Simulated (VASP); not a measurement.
Given:

Space group Fm-3m (No. 225); a = 5.1149 Å, b = 5.1149 Å, c = 5.1149 Å, α = 90.00°, β = 90.00°, γ = 90.00°

| atom | site | symmetry | x | y | z |
|---|---|---|---|---|---|
| Li | 4a | m-3m | 0.0000 | 0.0000 | 0.0000 |
| Cl | 4b | m-3m | 0.5000 | 0.5000 | 0.5000 |
(The calculation used a cell of 2 atoms; values per cell refer to that cell.)

Method: HSE06 screened hybrid, VASP's PBE PAW potentials (set 64) (plane waves; VASP). Settings: 520 eV cut-off, 6×6×6 Γ-centred mesh, Gaussian smearing of 0.050 eV, potentials Li_sv Cl.

Give the energy at these volumes per atom, relative to the lowest: 15.45, 15.96, 16.47, 16.97, 17.48 Å³.

11.4, 3.7, 0.1, 0.0, 2.9 meV/atom. A third-order Birch-Murnaghan fit gives B0 = 33.6 GPa and B0′ = 4.3.

The compound is LiCl in the rock salt structure. It was relaxed first. The cell's shape comes from a PBE relaxation.
